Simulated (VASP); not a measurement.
# Ge23Mo (a cell with a defect) in VASP: further runs

Aim: see how the results for Ge23Mo (a cell with a defect) move with the level of theory and the settings. Levels: PBEsol, HSE06. Tasks: single point.

All numbers are computed with VASP 6.6.1; they aren't measurements. Logs are shortened: lines on timing, memory, paths and dates and some standing lists are left out, and cuts for length are marked.

## Step 1: The structure

The cell holds a defect, 24 atoms: a = 12.001 Å, b = 8.001 Å, c = 8.001 Å, α = 60.00°, β = 60.00°, γ = 60.00°.

## Step 2: Single point, PBEsol, collinear spin, ferromagnetic start

Contents of INCAR:

```
PREC = Accurate
ENCUT = 350
EDIFF = 1E-5
ISMEAR = 0
SIGMA = 0.03
LREAL = Auto
LASPH = T
NELM = 120
ALGO = Normal
ISIF = 2
LWAVE = F
LCHARG = F
ISPIN = 2
MAGMOM = 2 0 0 0 0 0 0 0 0 0 0 0 0 0 0 0 0 0 0 0 0 0 0 0
LORBIT = 11
NUPDOWN = 2
LMAXMIX = 4
GGA = PS
ISYM = 0
KPAR = 2
```

Contents of KPOINTS:

```
Automatic mesh
0
Gamma
  2 2 2
```

Contents of POSCAR:

```
Ge23Mo                                  
1.0
    0.0000000000      8.4863100000      8.4863100000
    5.6575400000      0.0000000000      5.6575400000
    5.6575400000      5.6575400000      0.0000000000
  Mo              Ge            
     1    23
Direct
     0.9913479488936763    0.0017854882720243    0.0042680253908983
     0.0011164155153943    0.9984334096844236    0.5010097170383871
     0.0013735573704476    0.4964635937384478    0.0018681285098418
     0.0006235593671672    0.4977970103612196    0.5005455286547270
     0.3332728276094090    0.0008163704069588    0.0013862519866281
     0.3364173913106913    0.9980375750410720    0.4980937105826891
     0.3361594741945038    0.4971913456367777    0.9989792322965769
     0.3309632110020637    0.5010610153185244    0.5013509292768831
     0.6691255741561255    0.9974467178734583    0.9984181492503353
     0.6639073044408395    0.9999315092729238    0.5054654325757056
     0.6636348757143025    0.5058563536563864    0.0001834755332874
     0.6672150339287168    0.4995082745983119    0.5002817942618153
     0.0838460614502595    0.1219932274923628    0.1264399288185610
     0.0867922855560452    0.1221069050015236    0.6240235730733645
     0.0864835014510838    0.6213981085237279    0.1245119132880652
     0.0811386625863114    0.6243186934497958    0.6278992341156758
     0.4195541674701779    0.1226844516081336    0.1235368621261165
     0.4141429228308797    0.1263469217098867    0.6275944752550390
     0.4139431942819009    0.6272308637803169    0.1265117449229113
     0.4175165245237519    0.6233318585190745    0.6245135923779062
     0.7390804666784130    0.1325036324228420    0.1322084488141794
     0.7511829712415397    0.1249305263293920    0.6244658328192261
     0.7514312545863653    0.6234114556230104    0.1257831311150971
     0.7502058138399302    0.6249496916794012    0.6253518879160725
```

Potentials or basis: VASP PAW PBE potentials, release 64 (Mo_sv, Ge_d).

Run with:

```bash
$ cat potpaw_PBE.64/Mo_sv/POTCAR potpaw_PBE.64/Ge_d/POTCAR > POTCAR
$ mpirun -np 4 vasp_std > vasp.out
```

OUTCAR:

```text
PREC = Accurate
   ENCUT = 350
   EDIFF = 1E-5
   ISMEAR = 0
   LREAL = Auto
   LASPH = T
   NELM = 120
   ISIF = 2
   ISPIN = 2
   LORBIT = 11
   NUPDOWN = 2
   GGA = PS
   ISYM = 0

 ion  position               nearest neighbor table
   1  0.991  0.002  0.004-  21 2.47  14 2.49  15 2.49  13 2.49
   2  0.001  0.998  0.501-  16 2.44  13 2.45  22 2.45  14 2.45
   3  0.001  0.496  0.002-  16 2.44  13 2.45  23 2.45  15 2.45
   4  0.001  0.498  0.501-  16 2.45  24 2.45  14 2.45  15 2.46
   5  0.333  0.001  0.001-  17 2.44  19 2.44  18 2.44  13 2.44
   6  0.336  0.998  0.498-  14 2.45  18 2.45  17 2.45  20 2.45
[... 16 lines left out ...]
  23  0.751  0.623  0.126-   9 2.44  12 2.45   3 2.45  11 2.45
  24  0.750  0.625  0.625-  11 2.45  12 2.45  10 2.45   4 2.45

IMPORTANT INFORMATION: All symmetrisations will be switched off!
NOSYMM: (Re-)initialisation of all symmetry stuff for point group C_1.

----------------------------------------------------------------------------------------

                                     Primitive cell

  volume of cell :     543.2555

  direct lattice vectors                    reciprocal lattice vectors
     0.000000000  8.486310000  8.486310000    -0.058918423  0.058918423  0.058918423
     5.657540000  0.000000000  5.657540000     0.088377634 -0.088377634  0.088377634
     5.657540000  5.657540000  0.000000000     0.088377634  0.088377634 -0.088377634

  length of vectors
    12.001454697  8.000969798  8.000969798     0.102049702  0.153074553  0.153074553

  position of ions in fractional coordinates (direct lattice)
     0.991347949  0.001785488  0.004268025
     0.001116416  0.998433410  0.501009717
     0.001373557  0.496463594  0.001868129
     0.000623559  0.497797010  0.500545529
     0.333272828  0.000816370  0.001386252
     0.336417391  0.998037575  0.498093711
[... 16 lines left out ...]
     0.751431255  0.623411456  0.125783131
     0.750205814  0.624949692  0.625351888

  ion indices of the primitive-cell ions
   primitive index   ion index
                 1           1
                 2           2
                 3           3
                 4           4
                 5           5
                 6           6
[... 16 lines left out ...]
                23          23
                24          24

----------------------------------------------------------------------------------------

 KPOINTS: Automatic mesh

Automatic generation of k-mesh.
 Grid dimensions read from file:
 generate k-points for:    2    2    2

[... 89 lines left out ...]
  ext. energy  EPLUGINS =         0.00000000
  ---------------------------------------------------
  free energy    TOTEN  =      -120.74769417 eV

  energy without entropy =     -120.74650701  energy(sigma->0) =     -120.74710059

 E-fermi :   4.6504     XC(G=0): -10.1671

 val. band max:        4.6651774948   @ k =   0.0000   0.5000   0.5000
 cond. band min:       4.6744356863   @ k =   0.5000   0.0000   0.0000
 fundamental gap:      0.0092581915
 Fermi energy:         4.7575067456

 spin component 1

 k-point     1 :       0.0000    0.0000    0.0000
  band No.  band energies     occupation
      1     -56.1372      1.00000
      2     -30.3808      1.00000
      3     -30.3787      1.00000
      4     -30.3366      1.00000
      5     -19.8715      1.00000
      6     -19.8584      1.00000
[... 1453 lines left out ...]
    179       7.1867      0.00000
    180       7.3216      0.00000
 Fermi energy:         4.6504065905

 spin component 2

 k-point     1 :       0.0000    0.0000    0.0000
  band No.  band energies     occupation
      1     -55.2453      1.00000
      2     -29.4276      1.00000
      3     -29.3696      1.00000
      4     -29.3531      1.00000
      5     -19.8696      1.00000
      6     -19.8571      1.00000
[... 1453 lines left out ...]
    179       7.2376      0.00000
    180       7.3975      0.00000
 [bands above 180 left out]

------------------------ aborting loop because EDIFF is reached ----------------------------------------

  FORCE on cell =-STRESS in cart. coord.  units (eV):
  Direction    XX          YY          ZZ          XY          YZ          ZX
  --------------------------------------------------------------------------------------
  -------------------------------------------------------------------------------------
  Total        2.7883053      3.1046004      3.0982471      1.3473767     -1.3675433      1.3420796
  in kB        8.2233117      9.1561339      9.1373967      3.9737036     -4.0331790      3.9580813
  external PRESSURE =       8.8389475 kB  Pullay stress =       0.0000000 kB

 VOLUME and BASIS-vectors are now :
 -----------------------------------------------------------------------------
  energy-cutoff  :      350.00
  volume of cell :      543.26
      direct lattice vectors                 reciprocal lattice vectors
     0.000000000  8.486310000  8.486310000    -0.058918423  0.058918423  0.058918423
     5.657540000  0.000000000  5.657540000     0.088377634 -0.088377634  0.088377634
     5.657540000  5.657540000  0.000000000     0.088377634  0.088377634 -0.088377634

 POSITION                                       TOTAL-FORCE (eV/Angst)
 -----------------------------------------------------------------------------------
      0.03425      8.43703      8.42299        -0.005085      0.009084      0.004819
      8.48316      2.84396      5.65815        -0.015283      0.002508     -0.017713
      2.81933      0.02223      2.82042        -0.005550     -0.027077      0.010631
      5.64816      2.83715      2.82160         0.029328     -0.013836      0.012193
      0.01246      2.83610      2.83288         0.007814     -0.010012     -0.005772
      8.46442      5.67293      8.50138         0.002630     -0.001758     -0.000863
[... 16 lines left out ...]
      4.23860      7.08850      9.90385         0.013124     -0.000889      0.008847
      7.07363      9.90443      9.90216        -0.008843      0.004842      0.002983
 -----------------------------------------------------------------------------------
    total drift:                                0.004277     -0.001665     -0.004321

  FREE ENERGIE OF THE ION-ELECTRON SYSTEM (eV)
  ---------------------------------------------------
  free  energy   TOTEN  =      -120.7476941738 eV

  energy  without entropy=     -120.7465070118  energy(sigma->0) =     -120.74710059

 total charge

# of ion       s       p       d       tot
------------------------------------------
    1        2.353   6.076   4.025  12.454
    2        1.127   1.254  10.023  12.405
    3        1.127   1.255  10.024  12.406
    4        1.125   1.250  10.022  12.398
    5        1.122   1.274  10.023  12.420
    6        1.118   1.271  10.022  12.412
[... 16 lines left out ...]
   23        1.116   1.276  10.023  12.415
   24        1.114   1.273  10.022  12.409
--------------------------------------------------
tot         28.147  35.405 234.568 298.119

 magnetization (x)

# of ion       s       p       d       tot
------------------------------------------
    1        0.025   0.008   1.414   1.447
    2        0.005   0.024   0.000   0.029
    3        0.005   0.024   0.000   0.030
    4        0.005   0.024   0.000   0.029
    5        0.002   0.012   0.000   0.015
    6        0.003   0.006   0.000   0.009
[... 16 lines left out ...]
   23        0.000   0.005   0.000   0.005
   24       -0.000   0.006  -0.000   0.005
--------------------------------------------------
tot          0.030   0.113   1.473   1.616
```

Wall time 13 min (4 MPI ranks of Intel Xeon Platinum 8259CL at 2.50GHz (Skylake/Cascade Lake), shared host); peak memory 0.6 GiB.

What came out:

```yaml
Free_energy: -120.7477 eV
Largest_force: 0.272 eV/Å
Net_moment: 2.00 μB per cell
Site_moments: Mo +1.45; Ge +0.03, +0.01, +0.00, +0.02, -0.01 μB
Valence_electrons_inside_the_program's_atomic_spheres: Mo 12.45; Ge 12.40, 12.41, 12.42, 12.46, 12.45, 12.48
```

Forces on the atoms (eV/Å):
```
Mo  -0.005  0.009  0.005
Ge  -0.015  0.003 -0.018
Ge  -0.006 -0.027  0.011
Ge   0.029 -0.014  0.012
Ge   0.008 -0.010 -0.006
Ge   0.003 -0.002 -0.001
Ge   0.006  0.001 -0.008
Ge  -0.003  0.002 -0.002
Ge  -0.010 -0.028 -0.024
Ge   0.019  0.019 -0.026
Ge   0.013 -0.020  0.001
Ge  -0.004  0.001 -0.004
Ge  -0.149 -0.164 -0.159
Ge   0.153  0.147 -0.152
Ge   0.161 -0.145  0.142
Ge  -0.033  0.015  0.029
Ge  -0.001  0.001 -0.012
Ge  -0.009  0.024  0.001
Ge  -0.001  0.018  0.025
Ge  -0.002  0.006  0.024
Ge  -0.169  0.143  0.146
Ge   0.010  0.015  0.003
Ge   0.013 -0.001  0.009
Ge  -0.009  0.005  0.003
```

Caveat: the k mesh is coarse (spacing up to 0.48 Å⁻¹), so the values aren't converged; the cutoff is under 1.25 times the usual one of these potentials, so pressure, stress and relaxed cells hold a basis-set (Pulay) error; the PAW data sets were made with another functional, which shifts forces and pressure a little; the total moment is fixed, so each spin has its own Fermi level.

## Step 3: Single point, HSE06, collinear spin, ferromagnetic start

POSCAR is that of step 2.

Contents of INCAR.step1:

```
PREC = Accurate
ENCUT = 350
EDIFF = 1E-5
ISMEAR = 0
SIGMA = 0.03
LREAL = Auto
LASPH = T
NELM = 70
ALGO = Normal
ISIF = 2
LWAVE = T
LCHARG = F
ISPIN = 2
MAGMOM = 2 0 0 0 0 0 0 0 0 0 0 0 0 0 0 0 0 0 0 0 0 0 0 0
LORBIT = 11
NUPDOWN = 2
LMAXMIX = 4
ISYM = -1
TIME = 0.4
NKRED = 2
GGA = PE
KPAR = 2
```

Contents of INCAR.step2:

```
PREC = Accurate
ENCUT = 350
EDIFF = 1E-4
ISMEAR = 0
SIGMA = 0.03
LREAL = Auto
LASPH = T
NELM = 70
ALGO = Damped
ISIF = 2
LWAVE = F
LCHARG = F
ISPIN = 2
MAGMOM = 2 0 0 0 0 0 0 0 0 0 0 0 0 0 0 0 0 0 0 0 0 0 0 0
LORBIT = 11
NUPDOWN = 2
LMAXMIX = 4
GGA = PE
LHFCALC = T
HFSCREEN = 0.2
PRECFOCK = Fast
ISYM = -1
TIME = 0.4
NKRED = 2
ISTART = 1
KPAR = 2
```

KPOINTS is that of step 2.

Potentials or basis: VASP PAW PBE potentials, release 64 (Mo_sv, Ge_d).

Run with:

```bash
$ cat potpaw_PBE.64/Mo_sv/POTCAR potpaw_PBE.64/Ge_d/POTCAR > POTCAR
$ cp INCAR.step1 INCAR
$ mpirun -np 4 vasp_std > vasp.out
$ cp INCAR.step2 INCAR
$ mpirun -np 4 vasp_std > vasp.out
```

OUTCAR:

```text
PREC = Accurate
   ENCUT = 350
   EDIFF = 1E-4
   ISMEAR = 0
   LREAL = Auto
   LASPH = T
   NELM = 70
   ISIF = 2
   ISPIN = 2
   LORBIT = 11
   NUPDOWN = 2
   GGA = PE
   LHFCALC = T
   HFSCREEN = 0.2
   PRECFOCK = Fast
   ISYM = -1
   NKRED = 2
   ISTART = 1

 ion  position               nearest neighbor table
   1  0.991  0.002  0.004-  21 2.47  14 2.49  15 2.49  13 2.49
   2  0.001  0.998  0.501-  16 2.44  13 2.45  22 2.45  14 2.45
   3  0.001  0.496  0.002-  16 2.44  13 2.45  23 2.45  15 2.45
   4  0.001  0.498  0.501-  16 2.45  24 2.45  14 2.45  15 2.46
   5  0.333  0.001  0.001-  17 2.44  19 2.44  18 2.44  13 2.44
   6  0.336  0.998  0.498-  14 2.45  18 2.45  17 2.45  20 2.45
[... 16 lines left out ...]
  23  0.751  0.623  0.126-   9 2.44  12 2.45   3 2.45  11 2.45
  24  0.750  0.625  0.625-  11 2.45  12 2.45  10 2.45   4 2.45

IMPORTANT INFORMATION: All symmetrisations will be switched off!
NOSYMM: (Re-)initialisation of all symmetry stuff for point group C_1.

----------------------------------------------------------------------------------------

                                     Primitive cell

[... 3126 lines left out ...]

 VOLUME and BASIS-vectors are now :
 -----------------------------------------------------------------------------
  energy-cutoff  :      350.00
  volume of cell :      543.26
      direct lattice vectors                 reciprocal lattice vectors
     0.000000000  8.486310000  8.486310000    -0.058918423  0.058918423  0.058918423
     5.657540000  0.000000000  5.657540000     0.088377634 -0.088377634  0.088377634
     5.657540000  5.657540000  0.000000000     0.088377634  0.088377634 -0.088377634

 POSITION                                       TOTAL-FORCE (eV/Angst)
 -----------------------------------------------------------------------------------
      0.03425      8.43703      8.42299        -0.031139      0.059035      0.054240
      8.48316      2.84396      5.65815        -0.010503      0.005760     -0.008095
      2.81933      0.02223      2.82042         0.003503     -0.019980      0.018860
      5.64816      2.83715      2.82160         0.010230      0.000912      0.028756
      0.01246      2.83610      2.83288        -0.019582     -0.003745     -0.002740
      8.46442      5.67293      8.50138        -0.006234      0.027951      0.012699
[... 16 lines left out ...]
      4.23860      7.08850      9.90385         0.017500     -0.023442     -0.014676
      7.07363      9.90443      9.90216         0.005112     -0.019831     -0.021879
 -----------------------------------------------------------------------------------
    total drift:                                0.000670     -0.002282     -0.004197

  FREE ENERGIE OF THE ION-ELECTRON SYSTEM (eV)
  ---------------------------------------------------
  free  energy   TOTEN  =      -134.2139991913 eV

  energy  without entropy=     -134.2139991913  energy(sigma->0) =     -134.21399919

 total charge

# of ion       s       p       d       tot
------------------------------------------
    1        2.356   6.087   4.003  12.446
    2        1.118   1.281  10.027  12.426
    3        1.119   1.281  10.027  12.427
    4        1.117   1.275  10.026  12.418
    5        1.115   1.299  10.027  12.441
    6        1.111   1.296  10.026  12.433
[... 16 lines left out ...]
   23        1.109   1.300  10.027  12.436
   24        1.108   1.297  10.026  12.431
--------------------------------------------------
tot         27.993  36.002 234.624 298.618

 magnetization (x)

# of ion       s       p       d       tot
------------------------------------------
    1        0.032   0.007   1.671   1.710
    2        0.005   0.019  -0.000   0.024
    3        0.005   0.019  -0.000   0.024
    4        0.005   0.018  -0.000   0.023
    5        0.002   0.006  -0.001   0.007
    6        0.002   0.004  -0.000   0.006
[... 16 lines left out ...]
   23       -0.000   0.002  -0.000   0.002
   24       -0.000   0.002  -0.000   0.002
--------------------------------------------------
tot          0.020  -0.030   1.719   1.709
```

OSZICAR.step1:

```text
N       E                     dE             d eps       ncg     rms          rms(c)
DAV:   1     0.485404916292E+04    0.48540E+04   -0.10650E+05  6896   0.375E+03
DAV:   2     0.927786865429E+03   -0.39263E+04   -0.37977E+04  6624   0.899E+02
DAV:   3     0.124125386306E+02   -0.91537E+03   -0.86338E+03  6772   0.258E+02
DAV:   4    -0.105526160720E+03   -0.11794E+03   -0.11234E+03  7442   0.972E+01
DAV:   5    -0.111337694719E+03   -0.58115E+01   -0.57066E+01  7280   0.225E+01    0.157E+01
DAV:   6    -0.111370755443E+03   -0.33061E-01   -0.69596E+00  9968   0.141E+01    0.956E+00
DAV:   7    -0.110759825071E+03    0.61093E+00   -0.59311E+00  9984   0.924E+00    0.696E+00
DAV:   8    -0.110170556569E+03    0.58927E+00   -0.11474E+00  7208   0.499E+00    0.306E+00
DAV:   9    -0.110216041757E+03   -0.45485E-01   -0.24967E-01  7072   0.317E+00    0.886E-01
DAV:  10    -0.110222269698E+03   -0.62279E-02   -0.45080E-02  7736   0.111E+00    0.423E-01
DAV:  11    -0.110227607193E+03   -0.53375E-02   -0.13096E-02  7056   0.111E+00    0.196E-01
DAV:  12    -0.110229666727E+03   -0.20595E-02   -0.88371E-03  7056   0.521E-01    0.868E-02
DAV:  13    -0.110229898311E+03   -0.23158E-03   -0.85271E-04  7472   0.431E-01    0.520E-02
DAV:  14    -0.110230014317E+03   -0.11601E-03   -0.29333E-04  8696   0.153E-01    0.280E-02
DAV:  15    -0.110230066785E+03   -0.52468E-04   -0.20826E-04  6848   0.770E-02    0.104E-02
DAV:  16    -0.110230070851E+03   -0.40664E-05   -0.25021E-05  5792   0.650E-02
   1 F= -.11023007E+03 E0= -.11023005E+03  d E =-.476905E-04  mag=     2.0000
```

Run time: 87 min. Hardware: 4 MPI ranks of Intel Xeon Platinum 8259CL at 2.50GHz (Skylake/Cascade Lake), shared host; peak memory 1.4 GiB.

What came out:

* Free energy: -134.2140 eV
* Largest force: 0.138 eV/Å
* Net moment: 2.00 μB per cell
* Site moments: Mo +1.71; Ge +0.02, +0.01, -0.00, -0.03, +0.00, -0.04 μB
* Valence electrons inside the program's atomic spheres: Mo 12.45; Ge 12.43, 12.42, 12.44, 12.48, 12.51

Forces on the atoms (eV/Å):
```
Mo  -0.031  0.059  0.054
Ge  -0.011  0.006 -0.008
Ge   0.004 -0.020  0.019
Ge   0.010  0.001  0.029
Ge  -0.020 -0.004 -0.003
Ge  -0.006  0.028  0.013
Ge  -0.003  0.017  0.021
Ge  -0.031  0.044  0.036
Ge   0.020  0.015  0.019
Ge  -0.014  0.019  0.022
Ge  -0.023  0.031 -0.001
Ge  -0.012  0.017  0.010
Ge   0.062  0.020  0.028
Ge  -0.040 -0.089  0.042
Ge  -0.031  0.048 -0.095
Ge  -0.027  0.002  0.018
Ge   0.030 -0.034 -0.047
Ge   0.002  0.008 -0.019
Ge   0.012  0.000  0.010
Ge   0.017 -0.027 -0.006
Ge   0.054 -0.092 -0.087
Ge   0.013 -0.006 -0.019
Ge   0.018 -0.023 -0.015
Ge   0.005 -0.020 -0.022
```

Caveat: the k mesh is coarse (spacing up to 0.48 Å⁻¹), so the values aren't converged, least of all with exact exchange; the cutoff is under 1.25 times the usual one of these potentials, so pressure, stress and relaxed cells hold a basis-set (Pulay) error; the PAW data sets were made with another functional, which shifts forces and pressure a little; the total moment is fixed, so each spin has its own Fermi level.
